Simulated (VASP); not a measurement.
# TaAs (relaxed from the CsCl structure, space group Pm-3m): computed properties

Computed with r2SCAN meta-GGA, VASP's PBE PAW potentials (set 64) (plane waves; VASP).

| Quantity | Value |
|---|---|
| space group | Pm-3m (221) |
| cell | a = 3.203 Å, b = 3.203 Å, c = 3.203 Å, α = 90.00°, β = 90.00°, γ = 90.00° |
| volume per atom | 16.43 Å^3/atom |
| band gap (over mesh and band path) | none (metal, semimetal or under 0.01 eV) |
| density | 12.93 g/cm³ |

```
CELL_PARAMETERS angstrom
      3.20312     0.00000     0.00000
      0.00000     3.20312     0.00000
      0.00000     0.00000     3.20312
ATOMIC_POSITIONS crystal
  Ta 0.00000 0.00000 0.00000
  As 0.50000 0.50000 0.50000
```

Unless said otherwise, spin-orbit coupling is left out, though it shifts the bands of the heavy elements here.

The structure was generated: TaAs was put into the CsCl type (Pm-3m), which need not be its known phase. It was relaxed first. Symmetry was kept, so distortions that lower it aren't found.
